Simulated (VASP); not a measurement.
Here is the system:

```
CELL_PARAMETERS angstrom
      0.00000     2.13607     2.13607
      2.13607     0.00000     2.13607
      2.13607     2.13607     0.00000
ATOMIC_POSITIONS crystal
  Be 0.25000 0.25000 0.25000
  Be 0.75000 0.75000 0.75000
  C  0.00000 0.00000 0.00000
```

Calculation: LDA (Ceperley-Alder, Perdew-Zunger), VASP's LDA PAW potentials (set 64) (plane waves; VASP 6.6.1). Settings: 520 eV cut-off, 10×10×10 Γ-centred mesh, tetrahedra with Blöchl corrections, potentials Be C.

### Question
The job: Be$_{2}$C (antifluorite), 3 atoms, LDA, static run, 520 eV, 10×10×10 Γ-centred mesh. Roughly how much core time does it take on a busy server core?

### Answer
About 3 core-seconds (one run on a shared machine, a rough figure). It had 47 irreducible k-points, 8 bands, up to 544 plane waves and 13 electronic steps.

The compound is Be2C in the antifluorite structure. It was relaxed first.
